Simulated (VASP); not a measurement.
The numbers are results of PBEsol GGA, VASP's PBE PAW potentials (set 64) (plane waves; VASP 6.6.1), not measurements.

Input for VASP

POSCAR:
```
MoSi2
1
   -1.6050000000     1.6050000000     3.9250000000
    1.6050000000    -1.6050000000     3.9250000000
    1.6050000000     1.6050000000    -3.9250000000
Si Mo
2 1
Direct
  0.6516230000   0.6631540000  -0.0087410000
  0.3421930000   0.3151010000  -0.0234700000
  0.0061840000   0.0217440000   0.0322110000
```

**INCAR**
```
# general
SYSTEM =MoSi2
PREC   =Accurate
ENCUT  =300
LREAL  =F
LASPH  =T

# electronic loop
EDIFF  =1E-6
NELM   =100
ALGO   =Normal
LMAXMIX=4

# smearing
ISMEAR =0
SIGMA  =0.1

# functional
GGA    =PS

# ions
ISIF   =2

# output
LWAVE  =F
LCHARG =F
```

File KPOINTS:
```
Automatic mesh
0
Gamma
7 7 9
0 0 0
```

POTCAR, in this order: Si Mo_sv (PBE.64 set). Program: vasp_std.

The run wrote:

OUTCAR:
```
 ion  position               nearest neighbor table
   1  0.652  0.663  0.991-   2 2.52   3 2.53   2 2.59   3 2.60   3 2.62   3 2.64   2 2.64   3 2.69
                             2 2.70   2 2.74
   2  0.342  0.315  0.977-   3 2.48   3 2.50   1 2.52   1 2.59   1 2.64   3 2.67   3 2.69   1 2.70
                             3 2.70   1 2.74
   3  0.006  0.022  0.032-   2 2.48   2 2.50   1 2.53   1 2.60   1 2.62   1 2.64   2 2.67   1 2.69
                             2 2.69   2 2.70
  LATTYP: Found a body centered tetragonal cell.
 ALAT       =     3.2100000000
 C/A-ratio  =     2.4454828660
 Subroutine PRICEL returns:
 Original cell was already a primitive cell.
 Subroutine GETGRP returns: Found  1 space group operations
The static configuration has the point symmetry C_1 .
The dynamic configuration has the point symmetry C_1 .
 Subroutine INISYM returns: Found  1 space group operations
 Subroutine IBZKPT returns following result:
 Found    221 irreducible k-points:

 Following reciprocal coordinates:
            Coordinates               Weight
  0.000000  0.000000  0.000000      1.000000
  0.142857 -0.000000  0.000000      2.000000
  0.285714  0.000000 -0.000000      2.000000
  0.428571 -0.000000  0.000000      2.000000
...
```

OSZICAR:
```
       N       E                     dE             d eps       ncg     rms          rms(c)
DAV:   1     0.612039636313E+02    0.61204E+02   -0.86682E+03  7462   0.913E+02
DAV:   2    -0.245799551652E+02   -0.85784E+02   -0.84507E+02  8436   0.246E+02
DAV:   3    -0.258935754789E+02   -0.13136E+01   -0.12995E+01  8534   0.280E+01
DAV:   4    -0.258998860236E+02   -0.63105E-02   -0.63086E-02  8121   0.206E+00
DAV:   5    -0.258999279647E+02   -0.41941E-04   -0.41941E-04  8464   0.153E-01    0.224E+01
DAV:   6    -0.251176248102E+02    0.78230E+00   -0.70368E+00  7757   0.183E+01    0.508E+00
DAV:   7    -0.249815447279E+02    0.13608E+00   -0.10526E+00  7471   0.654E+00    0.464E+00
DAV:   8    -0.249403531012E+02    0.41192E-01   -0.12662E-01  8093   0.282E+00    0.467E-01
DAV:   9    -0.249392703788E+02    0.10827E-02   -0.25307E-03  8191   0.415E-01    0.236E-01
DAV:  10    -0.249391500394E+02    0.12034E-03   -0.63801E-04  7918   0.231E-01    0.601E-02
DAV:  11    -0.249391409548E+02    0.90845E-05   -0.13077E-04  8086   0.903E-02    0.282E-02
DAV:  12    -0.249391396631E+02    0.12917E-05   -0.17538E-05  7673   0.296E-02    0.659E-03
DAV:  13    -0.249391391881E+02    0.47501E-06   -0.91564E-07  3994   0.922E-03
   1 F= -.24939139E+02 E0= -.24938869E+02  d E =-.541012E-03
```

File OUTCAR:
```
------------------------ aborting loop because EDIFF is reached ----------------------------------------
  FORCE on cell =-STRESS in cart. coord.  units (eV):
  Direction    XX          YY          ZZ          XY          YZ          ZX
  --------------------------------------------------------------------------------------
  Total       -0.4785342     -0.2125355     -0.1154323      0.1266659      0.0448653     -0.2861552
  in kB      -18.9571830     -8.4196158     -4.5728630      5.0178825      1.7773455    -11.3360676
  external PRESSURE =     -10.6498873 kB  Pullay stress =       0.0000000 kB
  volume of cell :       40.44
      direct lattice vectors                 reciprocal lattice vectors
    -1.605000000  1.605000000  3.925000000     0.000000000  0.311526480  0.127388535
     1.605000000 -1.605000000  3.925000000     0.311526480  0.000000000  0.127388535
     1.605000000  1.605000000 -3.925000000     0.311526480  0.311526480  0.000000000
 POSITION                                       TOTAL-FORCE (eV/Angst)
 -----------------------------------------------------------------------------------
      1.60948      1.57246      1.26981         0.120544      0.389476      0.457840
      1.52385      1.61081     -1.25300         1.093687      0.025186     -0.903755
      0.07667      0.02672     -0.01681        -1.214231     -0.414662      0.445915
 -----------------------------------------------------------------------------------
    total drift:                               -0.000158     -0.000050      0.000097
  FREE ENERGIE OF THE ION-ELECTRON SYSTEM (eV)
  ---------------------------------------------------
  free  energy   TOTEN  =       -24.9391391881 eV

  energy  without entropy=      -24.9385981760  energy(sigma->0) =      -24.93886868
```
(Selected blocks of OUTCAR.)

At this cut-off the stress carries a Pulay error, which pulls relaxed volumes low.

The structure is a typed MoSi2 crystal. The cell was not relaxed at this level, atoms are displaced from their ideal sites. The k-mesh is coarse (spacing up to 0.31 per Å, 2π included), so the numbers may not be converged in it. The run is one of a series of settings (GGA = PS against the base run), some of them coarse on purpose.
